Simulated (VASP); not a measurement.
**CdSe: structure and properties in VASP**

What structure does CdSe take at this level, and what are its properties? The steps: full relaxation (LDA), second relaxation, single point with fields (LDA), band structure (LDA), density of states (LDA), optical spectrum (LDA) and zone-centre phonons (LDA). The start is a computed cell from the Materials Project.

Program: VASP 6.6.1. Level of theory: LDA; plane waves and PAW (Cd, Se). Results are calculated unless marked as measured.

## 1. Set-up

Before any relaxation, the start is as follows. It takes space group F-43m (No. 216, cubic). Conventional cell: a = 6.141 Å, b = 6.141 Å, c = 6.141 Å, α = 90.00°, β = 90.00°, γ = 90.00°. Nearest to Cd lie 4 Se at 2.66 Å. Nearest to Se lie 4 Cd at 2.66 Å. Farther neighbours and most contacts between anions are not listed.

## 2. Full relaxation (LDA)

The start need not lie at this functional's minimum. ISIF = 3 frees volume, shape and positions, and EDIFFG sets the threshold on forces and stress at which the search stops. LDA, the lowest rung, knows the local density alone.

The input, INCAR:

```
SYSTEM = CdSe
PREC = Accurate
ENCUT = 400
EDIFF = 1E-06
NELM = 100
ISMEAR = 0
SIGMA = 0.05
LREAL = .FALSE.
ALGO = Normal
GGA = CA
NBANDS = 15
LORBIT = 11
LWAVE = .FALSE.
LCHARG = .FALSE.
KPAR = 2
IBRION = 2
NSW = 60
ISIF = 3
EDIFFG = -0.01
```

The input, POSCAR:

```
CdSe
1.0
    0.0000000000      3.0702711986      3.0702711986
    3.0702711986      0.0000000000      3.0702711986
    3.0702711986      3.0702711986      0.0000000000
Cd Se
1 1
Direct
    0.0000000000      0.0000000000      0.0000000000
    0.7500000000      0.7500000000      0.7500000000
```

The input, KPOINTS:

```
Automatic mesh
0
Gamma
6 6 6
0 0 0
```

The projector-augmented-wave data sets are Cd and Se (LDA family, release 64).

Started as:

```bash
$ mpirun -np 2 vasp_std
```

What it wrote:

```text
[banner, memory and clock lines left out]
running    2 mpi-ranks, on    1 nodes
 distrk:  each k-point on    1 cores,    2 groups
 distr:  one band on    1 cores,    1 groups

 POSCAR found type information on POSCAR CdSe
 POSCAR found :  2 types and       2 ions
 LDA part: xc-table for (Slater(with rela. corr.)+CA(PZ))
 , standard interpolation
 POSCAR, INCAR and KPOINTS ok, starting setup
 FFT: planning ... GRIDC
 FFT: planning ... GRID_SOFT
 FFT: planning ... GRID
 WAVECAR not read
 entering main loop
       N       E                     dE             d eps       ncg     rms          rms(c)
DAV:   1     0.912840999161E+02    0.91284E+02   -0.76589E+03   496   0.877E+02
DAV:   2    -0.382069725346E+01   -0.95105E+02   -0.91647E+02   571   0.242E+02
DAV:   3    -0.708860562953E+01   -0.32679E+01   -0.32634E+01   564   0.466E+01
DAV:   4    -0.710242414569E+01   -0.13819E-01   -0.13818E-01   606   0.292E+00
DAV:   5    -0.710251550239E+01   -0.91357E-04   -0.91357E-04   599   0.209E-01    0.588E+00
DAV:   6    -0.675501579189E+01    0.34750E+00   -0.55091E-01   676   0.942E+00    0.467E+00
DAV:   7    -0.672812586588E+01    0.26890E-01   -0.11583E-01   543   0.246E+00    0.203E+00
DAV:   8    -0.672467909705E+01    0.34468E-02   -0.11728E-02   550   0.140E+00    0.200E-01
DAV:   9    -0.672438523012E+01    0.29387E-03   -0.13810E-03   592   0.518E-01    0.420E-02
DAV:  10    -0.672437007224E+01    0.15158E-04   -0.13408E-04   536   0.165E-01    0.355E-02
DAV:  11    -0.672437541662E+01   -0.53444E-05   -0.17653E-05   543   0.364E-02    0.135E-02
DAV:  12    -0.672437496862E+01    0.44800E-06   -0.13977E-06   387   0.171E-02
   1 F= -.67243750E+01 E0= -.67243749E+01  d E =-.672437E+01
 curvature:   0.00 expect dE= 0.000E+00 dE for cont linesearch  0.000E+00
 trial: gam= 0.00000 g(F)=  0.657E-46 g(S)=  0.100E+00 ort = 0.000E+00 (trialstep = 0.100E+01)
 search vector abs. value=  0.100E+00
 bond charge predicted
       N       E                     dE             d eps       ncg     rms          rms(c)
DAV:   1    -0.812185886176E+01   -0.13975E+01   -0.24306E+01   522   0.586E+01    0.759E+00
DAV:   2    -0.685779334869E+01    0.12641E+01   -0.33016E+00   543   0.301E+01    0.224E+00
DAV:   3    -0.676817168911E+01    0.89622E-01   -0.26126E-01   564   0.435E+00    0.172E+00
DAV:   4    -0.675709930838E+01    0.11072E-01   -0.16723E-02   487   0.110E+00    0.491E-01
DAV:   5    -0.675608725890E+01    0.10120E-02   -0.10475E-03   601   0.486E-01    0.257E-01
DAV:   6    -0.675602111189E+01    0.66147E-04   -0.53365E-04   480   0.222E-01    0.513E-02
DAV:   7    -0.675601991762E+01    0.11943E-05   -0.25559E-05   606   0.651E-02    0.247E-02
DAV:   8    -0.675601889915E+01    0.10185E-05   -0.38637E-06   522   0.299E-02    0.385E-03
DAV:   9    -0.675601893477E+01   -0.35616E-07   -0.27515E-07   261   0.446E-03
   2 F= -.67560189E+01 E0= -.67560189E+01  d E =-.316440E-01
 trial-energy change:   -0.031644  1 .order   -0.028175   -0.100274    0.043924
 step:   0.7242(harm=  0.6954)  dis= 0.00000  next Energy=    -6.762003 (dE=-0.376E-01)
 bond charge predicted
       N       E                     dE             d eps       ncg     rms          rms(c)
DAV:   1    -0.686116502427E+01   -0.10515E+00   -0.18924E+00   522   0.174E+01    0.248E+00
DAV:   2    -0.677250364507E+01    0.88661E-01   -0.20383E-01   515   0.682E+00    0.881E-01
DAV:   3    -0.676348876584E+01    0.90149E-02   -0.19650E-02   585   0.154E+00    0.758E-01
DAV:   4    -0.676219459657E+01    0.12942E-02   -0.16178E-03   480   0.322E-01    0.129E-01
DAV:   5    -0.676212122348E+01    0.73373E-04   -0.24482E-04   599   0.240E-01    0.254E-02
DAV:   6    -0.676211826889E+01    0.29546E-05   -0.44677E-05   494   0.871E-02    0.139E-02
DAV:   7    -0.676211886505E+01   -0.59616E-06   -0.11158E-06   303   0.935E-03
   3 F= -.67621189E+01 E0= -.67621189E+01  d E =-.377439E-01
 curvature:  -0.34 expect dE=-0.178E-05 dE for cont linesearch -0.178E-05
 trial: gam=-0.00713 g(F)=  0.402E-46 g(S)=  0.517E-05 ort = 0.720E-03 (trialstep = 0.945E+00)
 search vector abs. value=  0.366E-09
 reached required accuracy - stopping structural energy minimisation
```

It took 7.6 s on 2 MPI ranks of Intel Xeon 6975P-C (Granite Rapids), shared host; peak memory 0.26 GiB; 13 s of CPU time.

The logs omit lines about the potential files and the build; timing stands in the text.

OUTCAR, selected parts (step 2):

```text
ion  position               nearest neighbor table
   1  0.000  0.000  0.000-   2 2.66   2 2.66   2 2.66   2 2.66
   2  0.750  0.750  0.750-   1 2.66   1 2.66   1 2.66   1 2.66

  LATTYP: Found a face centered cubic cell.
 ALAT       =     6.1405423972

 Subroutine GETGRP returns: Found 24 space group operations
 (whereof 24 operations were pure point group operations)

The static configuration has the point symmetry T_d .

 Found     16 irreducible k-points:

   k-points           NKPTS =     16   k-points in BZ     NKDIM =     16   number of bands    NBANDS=     15

   dimension x,y,z NGX =    28 NGY =   28 NGZ =   28
   dimension x,y,z NGXF=    56 NGYF=   56 NGZF=   56

   ENCUT  =  400.0 eV  29.40 Ry    5.42 a.u.   7.08  7.08  7.08*2*pi/ulx,y,z

   NELECT =      18.0000    total number of electrons

 k-points in reciprocal lattice and weights: Automatic mesh
   0.00000000  0.00000000  0.00000000       0.005
   0.16666667  0.00000000  0.00000000       0.037
   0.33333333  0.00000000  0.00000000       0.037
   0.50000000  0.00000000  0.00000000       0.019
   0.16666667  0.16666667  0.00000000       0.028
   0.33333333  0.16666667  0.00000000       0.111
   0.50000000  0.16666667  0.00000000       0.111
  -0.33333333  0.16666667  0.00000000       0.111
  -0.16666667  0.16666667  0.00000000       0.056
[...]
-0.33333333  0.33333333  0.16666667       0.111
  -0.33333333  0.50000000  0.16666667       0.056

 average (electrostatic) potential at core
       1 -40.5222       2 -62.5031

 E-fermi :   1.3244

 k-point     1 :       0.0000    0.0000    0.0000
  band No.  band energies     occupation
    ...
      5      -6.5630      2.00000
      6      -6.5630      2.00000
      7       1.0990      2.00000
      8       1.0990      2.00000
      9       1.0990      2.00000
     10       1.5269      0.00000
     11       6.8899      0.00000
     12       6.8899      0.00000
     13       6.8899      0.00000
     14      10.7290      0.00000
    ...

 k-point     2 :       0.1667    0.0000    0.0000
  band No.  band energies     occupation
    ...
      5      -6.5642      2.00000
      6      -6.5642      2.00000
      7      -0.7294      2.00000
      8       0.8692      2.00000
      9       0.8692      2.00000
     10       2.9009      0.00000
     11       6.6605      0.00000
     12       7.2316      0.00000
     13       7.2316      0.00000
     14      11.1849      0.00000
    ...

 k-point     3 :       0.3333    0.0000    0.0000
  band No.  band energies     occupation
    ...
      5      -6.5526      2.00000
      6      -6.5526      2.00000
      7      -2.6421      2.00000
      8       0.4667      2.00000
      9       0.4667      2.00000
     10       3.3576      0.00000
     11       7.4853      0.00000
     12       7.4853      0.00000
     13       7.5651      0.00000
     14      10.7483      0.00000
    ...

  Total       -0.0084492     -0.0084492     -0.0084492     -0.0000000      0.0000000      0.0000000
  in kB       -0.2489065     -0.2489065     -0.2489065     -0.0000000      0.0000000      0.0000000
  external PRESSURE =      -0.2489065 kB  Pullay stress =       0.0000000 kB

  energy-cutoff  :      400.00
  volume of cell :       54.39
      direct lattice vectors                 reciprocal lattice vectors
     0.000000000  3.007134572  3.007134572    -0.166271242  0.166271242  0.166271242
     3.007134572  0.000000000  3.007134572     0.166271242 -0.166271242  0.166271242
     3.007134572  3.007134572 -0.000000000     0.166271242  0.166271242 -0.166271242

 POSITION                                       TOTAL-FORCE (eV/Angst)
 -----------------------------------------------------------------------------------
      0.00000      0.00000      0.00000        -0.000000     -0.000000     -0.000000
      4.51070      4.51070      4.51070         0.000000      0.000000      0.000000
 -----------------------------------------------------------------------------------
    total drift:                                0.000000      0.000000      0.000000

  FREE ENERGIE OF THE ION-ELECTRON SYSTEM (eV)
  ---------------------------------------------------
  free  energy   TOTEN  =        -6.7621188651 eV

  energy  without entropy=       -6.7621188650  energy(sigma->0) =       -6.76211887

 reached required accuracy - stopping structural energy minimisation

 total charge
# of ion       s       p       d       tot
------------------------------------------
    1        0.464   0.339   9.543  10.346
    2        1.448   2.395   0.025   3.868
--------------------------------------------------
tot          1.912   2.734   9.568  14.214

[... 3 further parts left out ...]
```

CONTCAR:

```
CdSe
   1.00000000000000
     0.0000000000000000    3.0071345720669211    3.0071345720669211
     3.0071345720669211    0.0000000000000000    3.0071345720669211
     3.0071345720669211    3.0071345720669211   -0.0000000000000000
  Cd              Se
     1     1
Direct
     0.0000000000000000    0.0000000000000000    0.0000000000000000
     0.7500000000000000    0.7500000000000000    0.7500000000000000
```

The gap is read on the k-mesh alone, so it is an upper bound where the band edges lie off the mesh, and a coarse mesh can show a gap where there is none. The run keeps the 24 symmetry operations of its start, so it cannot find a distortion of lower symmetry.

The steps of the relaxation:

```csv
step,energy less that of the first step (eV),largest force (eV/Å),pressure (GPa),volume (Å³)
1,0.0000,0.0000,-3.26,57.88
2,-0.0316,0.0000,1.56,53.09
3,-0.0377,0.0000,-0.02,54.39
```

```csv
"conventional cell, symmetrised",before,after,change
a (Å),6.141,6.014,-2.1 %
b (Å),6.141,6.014,-2.1 %
c (Å),6.141,6.014,-2.1 %
volume (Å³/atom),28.94,27.19,-6.0 %
```

Final coordinates:

```
Cd Se
1.0
     0.00000    3.00713    3.00713
     3.00713    0.00000    3.00713
     3.00713    3.00713    0.00000
Cd Se
1 1
Direct
  0.00000 0.00000 0.00000
  0.75000 0.75000 0.75000
```

Numbers from this step:

```
electrons                              : 18
bands                                  : 15
irreducible k-points                   : 16
symmetry operations                    : 24
free energy (TOTEN)                    : -6.762 eV
Fermi energy                           : 1.324 eV
pressure                               : -0.02489 GPa
metallic, judged on the points sampled : no
valence top at k                       : 0, 0, 0
conduction bottom at k                 : 0, 0, 0
least direct gap at k                  : 0, 0, 0
SCF cycles over all ionic steps        : 28
gap on the k-mesh                      : 0.4279 eV
least direct gap on the k-mesh         : 0.4279 eV
```

It ends with forces that vanish by symmetry and a pressure of -0.02 GPa.

## 3. Second relaxation

A relaxation keeps the plane waves of the cell it began with, so it is repeated from the new cell, on a basis made for it. The mesh changes with the cell too.

INCAR is that of step 2.

The input, POSCAR:

```
CdSe
1.0
    0.0000000000      3.0071345721      3.0071345721
    3.0071345721      0.0000000000      3.0071345721
    3.0071345721      3.0071345721      0.0000000000
Cd Se
1 1
Direct
    0.0000000000      0.0000000000      0.0000000000
    0.7500000000      0.7500000000      0.7500000000
```

The input, KPOINTS:

```
Automatic mesh
0
Gamma
7 7 7
0 0 0
```

Started as:

```bash
$ mpirun -np 2 vasp_std
```

What it wrote:

```text
[... set-up lines as in an earlier step ...]
 entering main loop
       N       E                     dE             d eps       ncg     rms          rms(c)
DAV:   1     0.916041925054E+02    0.91604E+02   -0.77032E+03   608   0.868E+02
DAV:   2    -0.370443467338E+01   -0.95309E+02   -0.91324E+02   733   0.243E+02
DAV:   3    -0.711698191354E+01   -0.34125E+01   -0.34077E+01   726   0.477E+01
DAV:   4    -0.713058689937E+01   -0.13605E-01   -0.13605E-01   733   0.297E+00
DAV:   5    -0.713067132054E+01   -0.84421E-04   -0.84421E-04   768   0.203E-01    0.674E+00
DAV:   6    -0.678946273136E+01    0.34121E+00   -0.53567E-01   857   0.986E+00    0.522E+00
DAV:   7    -0.676151132735E+01    0.27951E-01   -0.12994E-01   656   0.264E+00    0.218E+00
DAV:   8    -0.675849732151E+01    0.30140E-02   -0.13657E-02   642   0.156E+00    0.218E-01
DAV:   9    -0.675819357995E+01    0.30374E-03   -0.15437E-03   761   0.578E-01    0.444E-02
DAV:  10    -0.675817568397E+01    0.17896E-04   -0.14052E-04   691   0.174E-01    0.334E-02
DAV:  11    -0.675818030736E+01   -0.46234E-05   -0.17965E-05   677   0.380E-02    0.118E-02
DAV:  12    -0.675817983111E+01    0.47626E-06   -0.19540E-06   529   0.215E-02
   1 F= -.67581798E+01 E0= -.67581798E+01  d E =-.675818E+01
 curvature:   0.00 expect dE= 0.000E+00 dE for cont linesearch  0.000E+00
 trial: gam= 0.00000 g(F)=  0.116E-47 g(S)=  0.821E-04 ort = 0.000E+00 (trialstep = 0.100E+01)
 search vector abs. value=  0.821E-04
 bond charge predicted
       N       E                     dE             d eps       ncg     rms          rms(c)
DAV:   1    -0.675923783924E+01   -0.10575E-02   -0.19419E-02   649   0.173E+00    0.239E-01
DAV:   2    -0.675830439202E+01    0.93345E-03   -0.21867E-03   677   0.711E-01    0.812E-02
DAV:   3    -0.675821485927E+01    0.89533E-04   -0.20401E-04   726   0.152E-01    0.691E-02
DAV:   4    -0.675820317144E+01    0.11688E-04   -0.16426E-05   614   0.349E-02    0.105E-02
DAV:   5    -0.675820252821E+01    0.64323E-06   -0.22463E-06   515   0.235E-02
   2 F= -.67582025E+01 E0= -.67582025E+01  d E =-.226971E-04
 trial-energy change:   -0.000023  1 .order   -0.000014   -0.000082    0.000055
 step:   0.6851(harm=  0.5985)  dis= 0.00000  next Energy=    -6.758211 (dE=-0.311E-04)
 bond charge predicted
       N       E                     dE             d eps       ncg     rms          rms(c)
DAV:   1    -0.675831041992E+01   -0.10725E-03   -0.18824E-03   656   0.539E-01    0.751E-02
DAV:   2    -0.675821866453E+01    0.91755E-04   -0.21630E-04   684   0.224E-01    0.265E-02
DAV:   3    -0.675820984350E+01    0.88210E-05   -0.19813E-05   726   0.476E-02    0.224E-02
DAV:   4    -0.675820863793E+01    0.12056E-05   -0.15842E-06   558   0.107E-02    0.327E-03
DAV:   5    -0.675820857524E+01    0.62695E-07   -0.25176E-07   321   0.764E-03
   3 F= -.67582086E+01 E0= -.67582086E+01  d E =-.287441E-04
 curvature:  -0.29 expect dE=-0.142E-06 dE for cont linesearch -0.142E-06
 trial: gam=-0.07184 g(F)=  0.198E-46 g(S)=  0.498E-06 ort = 0.640E-05 (trialstep = 0.937E+00)
 search vector abs. value=  0.313E-08
 reached required accuracy - stopping structural energy minimisation
```

The job ended after 5.2 s (2 MPI ranks; peak memory 0.26 GiB).

Parts of OUTCAR (step 3):

```text
  LATTYP: Found a face centered cubic cell.
 ALAT       =     6.0142691442

The static configuration has the point symmetry T_d .

 Found     20 irreducible k-points:

   k-points           NKPTS =     20   k-points in BZ     NKDIM =     20   number of bands    NBANDS=     15

   ENCUT  =  400.0 eV  29.40 Ry    5.42 a.u.   6.94  6.94  6.94*2*pi/ulx,y,z

   NELECT =      18.0000    total number of electrons

 E-fermi :   1.3274

 k-point     1 :       0.0000    0.0000    0.0000
  band No.  band energies     occupation
    ...
      5      -6.5514      2.00000
      6      -6.5514      2.00000
      7       1.1109      2.00000
      8       1.1109      2.00000
      9       1.1109      2.00000
     10       1.5436      0.00000
     11       6.9035      0.00000
     12       6.9035      0.00000
     13       6.9035      0.00000
     14      10.7497      0.00000
    ...

 k-point     2 :       0.1429    0.0000    0.0000
  band No.  band energies     occupation
    ...
      5      -6.5529      2.00000
      6      -6.5529      2.00000
      7      -0.4237      2.00000
      8       0.9350      2.00000
      9       0.9350      2.00000
     10       2.7518      0.00000
     11       6.6738      0.00000
     12       7.1727      0.00000
     13       7.1727      0.00000
     14      11.3077      0.00000
    ...

  Total       -0.0026245     -0.0026245     -0.0026245      0.0000000     -0.0000000     -0.0000000
  in kB       -0.0774447     -0.0774447     -0.0774447      0.0000000     -0.0000000     -0.0000000
  external PRESSURE =      -0.0774447 kB  Pullay stress =       0.0000000 kB

  energy-cutoff  :      400.00
  volume of cell :       54.30
      direct lattice vectors                 reciprocal lattice vectors
    -0.000000000  3.005460439  3.005460439    -0.166363860  0.166363860  0.166363860
     3.005460439 -0.000000000  3.005460439     0.166363860 -0.166363860  0.166363860
     3.005460439  3.005460439  0.000000000     0.166363860  0.166363860 -0.166363860

 POSITION                                       TOTAL-FORCE (eV/Angst)
 -----------------------------------------------------------------------------------
      0.00000     -0.00000      0.00000         0.000000      0.000000      0.000000
      4.50819      4.50819      4.50819        -0.000000     -0.000000     -0.000000
 -----------------------------------------------------------------------------------
    total drift:                                0.000000      0.000000      0.000000

  FREE ENERGIE OF THE ION-ELECTRON SYSTEM (eV)
  ---------------------------------------------------
  free  energy   TOTEN  =        -6.7582085752 eV

  energy  without entropy=       -6.7582085752  energy(sigma->0) =       -6.75820858

 total charge
# of ion       s       p       d       tot
------------------------------------------
    1        0.465   0.340   9.541  10.346
    2        1.449   2.394   0.025   3.868
--------------------------------------------------
tot          1.914   2.734   9.566  14.214

[... 3 parts as in an earlier step ...]

[... 7 further parts left out ...]
```

CONTCAR:

```
CdSe
   1.00000000000000
    -0.0000000000000000    3.0054604393354274    3.0054604393354274
     3.0054604393354274   -0.0000000000000000    3.0054604393354274
     3.0054604393354274    3.0054604393354274    0.0000000000000000
  Cd              Se
     1     1
Direct
     0.0000000000000000    0.0000000000000000    0.0000000000000000
     0.7500000000000000    0.7500000000000000    0.7500000000000000
```

Little changed from the start: no atom moved by 0.005 Å and no cell edge by 0.1 %.

This step gave:

- irreducible k-points: 20
- free energy (TOTEN): -6.758 eV
- Fermi energy: 1.327 eV
- pressure: -0.007744 GPa
- SCF cycles over all ionic steps: 22
- gap on the k-mesh: 0.4327 eV
- least direct gap on the k-mesh: 0.4327 eV

It ends with forces that vanish by symmetry and a pressure of -0.01 GPa.

(Part 1 of 4 ends here.)

[Lines on the potential files, build, host, timing and source positions are cut from VASP's logs without a mark.]

[Logs are printed without paths, hosts, clocks, repeated set-up lines and the standing remarks that a program may print on its own settings, such as how far it seeks lower states.]

[Hosts, paths, dates, database ids (printed as entryN), source tags and the programs' standing remarks are cut or masked in the printed files.]

[A measured line is paired with the nearest computed mode of its activity, which favours agreement.]

[In band tables of VASP the shares of atoms and orbitals are scaled to a sum of 1 inside the atoms' spheres.]
